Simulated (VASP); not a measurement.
An input for Ansatz (written as the equivalent of a VASP run, and not itself run):

Ansatz 0.2 input:
```yaml
crystal:
  lattice:
    - [0.0000000, 2.7930562, 2.7930562]
    - [2.7930562, 0.0000000, 2.7930562]
    - [2.7930562, 2.7930562, 0.0000000]
  atoms:
    - { symbol: Be, position: [0.0000000, 0.0000000, 0.0000000] }
    - { symbol: Te, position: [0.2500000, 0.2500000, 0.2500000] }
kpoints:
  mp_grid: { grid: [9, 9, 9] }
hamiltonian:
  xc: pbe
  dispersion: d3bj
  pseudopotentials: { kind: paw }
scf:
  occupations: { method: tetrahedron }
  max_iter: 100
output: { forces: true, stress: true, eigenvalues: true }
```

Q: Translate this input to VASP (INCAR, KPOINTS, POSCAR, choice of POTCAR).

A: Several could match; the one computed here: 
KPOINTS:
```
K-points
0
Gamma
9 9 9
```

### POSCAR
```
BeTe
1
    0.0000000000     2.7930562349     2.7930562349
    2.7930562349     0.0000000000     2.7930562349
    2.7930562349     2.7930562349     0.0000000000
Be Te
1 1
Direct
  0.0000000000   0.0000000000   0.0000000000
  0.2500000000   0.2500000000   0.2500000000
```

### INCAR
```
# general
SYSTEM   =  BeTe
PREC     =  Accurate
ENCUT    =  520
LREAL    =  .False.
LASPH    =  .True.

# electronic loop
EDIFF    =  1E-7
NELM     =  100
ALGO     =  Normal
LMAXMIX  =  4

# smearing
ISMEAR   =  -5

# functional
GGA      =  PE
IVDW     =  12

# ions
ISIF     =  2

# output
LWAVE    =  .False.
LCHARG   =  .True.
LORBIT   =  11
NEDOS    =  601
```

POTCAR, in this order: Be Te (PBE.64 set). Program: vasp_std.

What does not carry over: each code has its own PAW files, so the cut-off isn't converted (ENCUT is set for VASP's; basis.ecutwfc is left out, and Ansatz then takes the one that its files recommend); Ansatz stops its SCF on the density residual and VASP on the energy change (EDIFF).

The compound is BeTe in the zinc blende structure. It was relaxed first.
